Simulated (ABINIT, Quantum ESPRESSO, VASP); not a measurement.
BeAl3: 3 runs at one level of theory

```
Al Be
1.0
    -1.94219    1.94219    3.85189
     1.94219   -1.94219    3.85189
     1.94219    1.94219   -3.85189
Al Be
3 1
Cartesian
  -0.0177 -0.0446 3.8649
  1.9305 -0.0283 1.9653
  0.0251 1.9182 1.9788
  -0.0128 0.0032 0.0326
```

The cell comes from a database or a generator and needn't be the stable form of this composition.

Atoms were shifted at random by some hundredths of an Å from the given cell, which wasn't relaxed again for these runs.

Alike in all runs: task single point; functional PBE; k mesh 10 × 10 × 10; occupations fermi-dirac, width 0.05 eV; no spin polarisation; no spin-orbit coupling. Pressure is positive in compression and, in plane waves, holds the error of the finite cutoff.

```
                   program and potentials  plane-wave cutoff (eV)                                      notes  band gap (eV)  pressure (GPa)  largest force (eV/Å)  energy over the undisturbed cell (meV/atom)
Quantum ESPRESSO, SSSP 1.3 efficiency PBE                     748  3.25 valence electrons an atom on average         no gap            0.77                 0.302                                         2.78
                 ABINIT, JTH PAW PBE v2.0                     517  3.25 valence electrons an atom on average         no gap            0.64                 0.302                                         2.76
       VASP, PBE PAW files Al, Be, 520 eV                     520  2.75 valence electrons an atom on average         no gap            0.75                 0.301                                            -
```

Force on atom 1 (Al), eV/Å:

| program and potentials | x | y | z |
| --- | --- | --- | --- |
| Quantum ESPRESSO, SSSP 1.3 efficiency PBE | 0.087 | 0.117 | 0.264 |
| ABINIT, JTH PAW PBE v2.0 | 0.087 | 0.117 | 0.264 |
| VASP, PBE PAW files Al, Be, 520 eV | 0.087 | 0.117 | 0.264 |

None finds a gap. The pressure spans 0.64 (ABINIT, JTH PAW PBE v2.0) to 0.77 GPa (Quantum ESPRESSO, SSSP 1.3 efficiency PBE).

Differences between rows come from potentials, basis sets and numerical settings, since the functional is the same but for its coding. Runs on potential files found faulty are left out.
